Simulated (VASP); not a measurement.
Output of a VASP run:

File OSZICAR:
```
       N       E                     dE             d eps       ncg     rms          rms(c)
DAV:   1    -0.160745729137E+03   -0.16075E+03   -0.82625E-05   884   0.514E-02    0.199E-02
DAV:   2    -0.160745678372E+03    0.50765E-04   -0.21837E-04   972   0.903E-02    0.347E-02
DAV:   3    -0.160745679733E+03   -0.13609E-05   -0.62198E-05   884   0.534E-02    0.666E-03
DAV:   4    -0.160745697155E+03   -0.17422E-04   -0.68545E-06   684   0.193E-02    0.393E-03
DAV:   5    -0.160745688319E+03    0.88362E-05   -0.20261E-06   572   0.140E-02    0.283E-03
DAV:   6    -0.160745689219E+03   -0.89989E-06   -0.12645E-06   563   0.112E-02
   1 F= -.16074569E+03 E0= -.16074569E+03  d E =-.470446E-11
```

### OUTCAR
```
------------------------ aborting loop because EDIFF is reached ----------------------------------------
  FORCE on cell =-STRESS in cart. coord.  units (eV):
  Direction    XX          YY          ZZ          XY          YZ          ZX
  --------------------------------------------------------------------------------------
  Total       -6.6714749     -6.6714743     -1.0822343      0.0000000     -0.0000000      0.0000000
  in kB      -34.1284934    -34.1284903     -5.5362608      0.0000000     -0.0000000      0.0000000
  external PRESSURE =     -24.5977482 kB  Pullay stress =       0.0000000 kB
  volume of cell :      313.20
      direct lattice vectors                 reciprocal lattice vectors
     3.843275187  0.000000000  0.000000000     0.260194743  0.150223512  0.000000000
    -1.921637594  3.328373796  0.000000000     0.000000000  0.300447023  0.000000000
     0.000000000  0.000000000 24.483964861     0.000000000  0.000000000  0.040843058
 POSITION                                       TOTAL-FORCE (eV/Angst)
 -----------------------------------------------------------------------------------
      1.92164      1.10946      8.36654         0.000000      0.000000      0.008891
     -0.00000      2.21892     11.44502         0.000000      0.000000     -0.017718
      0.00000      0.00000      9.91744        -0.000000     -0.000000     -0.009203
      0.00000      0.00000     14.56652        -0.000000      0.000000      0.009203
      1.92164      1.10946     13.03894         0.000000      0.000000      0.017718
     -0.00000      2.21892     16.11743         0.000000      0.000000     -0.008891
     -0.00000      2.21892      9.12643         0.000000      0.000000     -0.006028
      0.00000      0.00000     12.24198        -0.000000      0.000000      0.000000
      1.92164      1.10946     15.35753        -0.000000      0.000000      0.006028
 -----------------------------------------------------------------------------------
    total drift:                                0.000000      0.000000      0.000000
  FREE ENERGIE OF THE ION-ELECTRON SYSTEM (eV)
  ---------------------------------------------------
  free  energy   TOTEN  =      -160.7456892186 eV

  energy  without entropy=     -160.7456892186  energy(sigma->0) =     -160.74568922

 total charge

# of ion       s       p       d       f       tot
--------------------------------------------------
    1        1.588   3.413   0.000   0.000   5.001
    2        1.590   3.475   0.000   0.000   5.064
    3        1.592   3.467   0.000   0.000   5.059
    4        1.592   3.467   0.000   0.000   5.059
    5        1.590   3.475   0.000   0.000   5.064
    6        1.588   3.413   0.000   0.000   5.001
    7        2.057   5.825   0.834   0.901   9.617
    8        2.060   5.847   0.860   0.896   9.663
    9        2.057   5.825   0.834   0.901   9.617
--------------------------------------------------
tot         15.712  38.208   2.527   2.698  59.145
```
(Selected blocks of OUTCAR.)

**POSCAR**
```
CeO2(111) slab
1
    3.8432751873     0.0000000000     0.0000000000
   -1.9216375937     3.3283737964     0.0000000000
    0.0000000000     0.0000000000    24.4839648607
O Ce
6 3
Direct
  0.6666670000   0.3333330000   0.3417150317
  0.3333330000   0.6666670000   0.4674496333
  0.0000000000   0.0000000000   0.4050587131
  0.0000000000   0.0000000000   0.5949412869
  0.6666670000   0.3333330000   0.5325503667
  0.3333330000   0.6666670000   0.6582849683
  0.3333330000   0.6666670000   0.3727514764
  0.0000000000   0.0000000000   0.5000000000
  0.6666670000   0.3333330000   0.6272485236
```

**Question.** Reconstruct the remaining input files.

**Answer.** This is not unique; one that fits is the input of the run itself, r2SCAN meta-GGA, plane waves, VASP's PBE PAW potentials (set 64).

### KPOINTS
```
Regular mesh
0
G
  6 6 1
```

### INCAR
```
SYSTEM = CeO2(111) slab
PREC = Normal; ENCUT = 450; LREAL = .False.
LASPH = .True.
EDIFF = 1E-6; NELM = 100; NELMIN = 4
ALGO = Normal; LMAXMIX = 6; LMIXTAU = .True.
ISMEAR = 0; SIGMA = 0.05
METAGGA = R2SCAN
LWAVE = .False.; LCHARG = .False.; LORBIT = 11
LVHAR = .True.
DIPOL = 0.5 0.5 0.5
LDIPOL = .True.; IDIPOL = 3
```

POTCAR, in this order: O Ce (PBE.64 set). Program: vasp_std. Read from the step before: WAVECAR.

At this cut-off the stress carries a Pulay error, which pulls relaxed volumes low.

The cell is a thin slab with vacuum, built from CeO2 (fluorite): (111) face. The run is not spin-polarised, so no magnetic state was tried.
